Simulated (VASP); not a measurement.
```yaml
crystal:
  lattice:
    - [0.00000, 2.18375, 2.18375]
    - [2.18375, 0.00000, 2.18375]
    - [2.18375, 2.18375, 0.00000]
  atoms:
    - { symbol: Al, position: [0.00000, 0.00000, 0.00000] }
    - { symbol: N, position: [0.25000, 0.25000, 0.25000] }
```

All values below come from r2SCAN meta-GGA, VASP's PBE PAW potentials (set 64) (plane waves; VASP 6.6.1). Run with 520 eV cut-off, 12×12×12 Γ-centred mesh, tetrahedra with Blöchl corrections, potentials Al N.

Give the energies of bands 2 to 5 at the high-symmetry points, in eV from the valence-band maximum.

```
band     Γ      X      U      L      W
----  ----  -----  -----  -----  -----
2     0.00  -4.95  -4.28  -5.90  -3.78
3     0.00  -1.81  -3.65  -0.49  -3.50
4     0.00  -1.81  -1.39  -0.49  -2.68
5     4.90   3.94   5.83   8.21   6.71
```

The gap is indirect, 3.94 eV, from the valence maximum at Γ to the conduction minimum at X.

The structure was generated: AlN was put into the zinc blende type (F-43m), which need not be its known phase. It was relaxed first.
